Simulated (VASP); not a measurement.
PbTe (rock salt): the cohesive energy from VASP (plane waves, PAW) at several levels of theory. Atoms are spin-polarised in a large box without symmetry, with the spin fixed by Hund's rule, and may not be in the lowest state of each functional; no zero-point energy is added. Spin-orbit coupling is left out, which shifts such energies by up to tenths of an eV for the heavy elements here.

```json
[
 {"level": "RPBE", "cohesive energy (eV/atom)": "2.68", "error against measurement": "+11.4 %"},
 {"level": "revTPSS", "cohesive energy (eV/atom)": "3.16", "error against measurement": "+31.2 %"}
]
```

Measured: 2.41 eV/atom at 0 K (as given by CRC Handbook of Chemistry and Physics, Standard Thermodynamic Properties of Chemical Substances; atomisation enthalpy at 298 K (2.397) less the gas atoms' H298-H0 (0.064; 5/2 kT for Te), plus the solid's thermal (0.066) and zero-point (0.012) energy from a Debye model with theta = 125 K fitted to S(298) = 110 J/(mol K); atoms in their measured spin-orbit ground levels; the uncertainty is an estimate of this correction alone).

The cell of the RPBE run:

```cif
data_PbTe
_chemical_formula_sum 'Te1 Pb1'
_space_group_name_H-M_alt 'P 1'
_space_group_IT_number 1
_cell_length_a 4.70509
_cell_length_b 4.70509
_cell_length_c 4.70509
_cell_angle_alpha 60.000
_cell_angle_beta 60.000
_cell_angle_gamma 60.000
loop_
_space_group_symop_operation_xyz
  'x, y, z'
loop_
_atom_site_label
_atom_site_type_symbol
_atom_site_fract_x
_atom_site_fract_y
_atom_site_fract_z
_atom_site_occupancy
Te1 Te 0.50000 0.50000 0.50000 1
Pb1 Pb 0.00000 0.00000 0.00000 1
```

Only levels that ran to the end are used. Left out are those held back, those with too coarse a band path, GW runs whose mesh misses a band edge, hybrids' fits of cells that aren't cubic and levels without matching references; a question may draw on a part of the rest.
